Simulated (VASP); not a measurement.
Here is the system:

```
Ag2O
1.0
    4.87181     0.00000     0.00000
    0.00000     4.87181     0.00000
    0.00000     0.00000     4.87181
Ag O
4 2
Direct
  0.75000   0.25000   0.75000
  0.25000   0.75000   0.75000
  0.75000   0.75000   0.25000
  0.25000   0.25000   0.25000
  0.00000   0.00000   0.00000
  0.50000   0.50000   0.50000
```

All values below come from revPBE GGA, VASP's PBE PAW potentials (set 64) (plane waves; VASP). Numerical set-up: 520 eV cut-off, 7×7×7 Γ-centred mesh, tetrahedra with Blöchl corrections, potentials Ag O.

The cores are frozen, which limits the accuracy of field gradients.

Problem. Give the principal components of the electric field gradient (V/Å²) and the asymmetry η at each nucleus.

Solution. 
```csv
atom,Vxx,Vyy,Vzz,η
Ag1,75.2,75.2,-150.4,0.00
Ag2,75.2,75.2,-150.4,0.00
Ag3,75.2,75.2,-150.4,0.00
Ag4,75.2,75.2,-150.4,0.00
O5,0.0,0.0,0.0,-
O6,0.0,0.0,0.0,-
```

The compound is Ag2O in the cuprite structure. It was relaxed first, which changed the volume by +9 %.
